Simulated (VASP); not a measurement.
All values below come from vdW-DF2, VASP's PBE PAW potentials (set 64) (plane waves; VASP).

VASP input:

**KPOINTS**
```
k-points along high-symmetry lines
15
Line-mode
Reciprocal
  0.000000   0.000000   0.000000 ! GAMMA
  0.500000   0.000000   0.500000 ! X

  0.500000   0.000000   0.500000 ! X
  0.625000   0.250000   0.625000 ! U

  0.375000   0.375000   0.750000 ! K
  0.000000   0.000000   0.000000 ! GAMMA

  0.000000   0.000000   0.000000 ! GAMMA
  0.500000   0.500000   0.500000 ! L

  0.500000   0.500000   0.500000 ! L
  0.500000   0.250000   0.750000 ! W

  0.500000   0.250000   0.750000 ! W
  0.500000   0.000000   0.500000 ! X
```

### INCAR
```
ENCUT=520   ! plane-wave cut-off (eV)
LREAL=F
ISMEAR=0
GGA=ML
LWAVE=F
ZAB_VDW=-1.8867
LUSE_VDW=T
LCHARG=F
SYSTEM=Na2S
EDIFF=1E-7   ! SCF stop (eV)
ALGO=Normal   ! blocked Davidson
NELM=100   ! most electronic steps
PREC=Accurate
AGGAC=0.0
LORBIT=11   ! lm-projected
ICHARG=11   ! fixed density
LASPH=T
SIGMA=0.05
```

**POSCAR**
```
Na2S
1
    0.0000000000     3.2910542032     3.2910542032
    3.2910542032     0.0000000000     3.2910542032
    3.2910542032     3.2910542032     0.0000000000
Na S
2 1
Direct
  0.2500000000   0.2500000000   0.2500000000
  0.7500000000   0.7500000000   0.7500000000
  0.0000000000   0.0000000000   0.0000000000
```

POTCAR, in this order: Na_pv S (PBE.64 set). Program: vasp_std. Read from the step before: CHGCAR.

**Question.** What will the output report for the number of irreducible k-points (NKPTS), largest plane-wave count, number of space-group operations, FFT grid (NGX, NGY, NGZ)?

**Answer.** 
```json
{
 "number of irreducible k-points (NKPTS)": "90",
 "largest_plane_wave_count": "1940",
 "number_of_space_group_operations": "48",
 "FFT grid (NGX, NGY, NGZ)": "36 × 36 × 36"
}
```

The compound is Na2S in the antifluorite structure. It was relaxed first.
